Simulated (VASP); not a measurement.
# CaC$_{6}$ (sg166): computed properties

Method: PBEsol GGA, VASP's PBE PAW potentials (set 64) (plane waves; VASP).

- space group: R-3m (166)
- cell: a = b = 4.329 Å, c = 13.325 Å, α = β = 90.00°, γ = 120.00°
- volume per atom: 10.30 Å³/atom
- band gap (over mesh and band path): none (metal, semimetal or under 0.01 eV)
- density: 2.58 g/cm³

```cif
data_C18Ca3
_chemical_formula_sum 'Ca3 C18'
_space_group_name_H-M_alt 'R-3m :H'
_space_group_IT_number 166
_space_group_name_Hall '-R 3 2"'
_cell_length_a 4.32878
_cell_length_b 4.32878
_cell_length_c 13.32530
_cell_angle_alpha 90.000
_cell_angle_beta 90.000
_cell_angle_gamma 120.000
loop_
_atom_site_label
_atom_site_type_symbol
_atom_site_symmetry_multiplicity
_atom_site_Wyckoff_symbol
_atom_site_fract_x
_atom_site_fract_y
_atom_site_fract_z
_atom_site_occupancy
Ca1 Ca 3 a 0.00000 0.00000 0.00000 1
C1 C 18 g 0.33319 0.33319 0.50000 1
```
(The calculation used a cell of 7 atoms; values per cell refer to that cell.)

The compound is CaC6 in the sg166 structure. It was relaxed first. Symmetry was kept, so distortions that lower it aren't found.
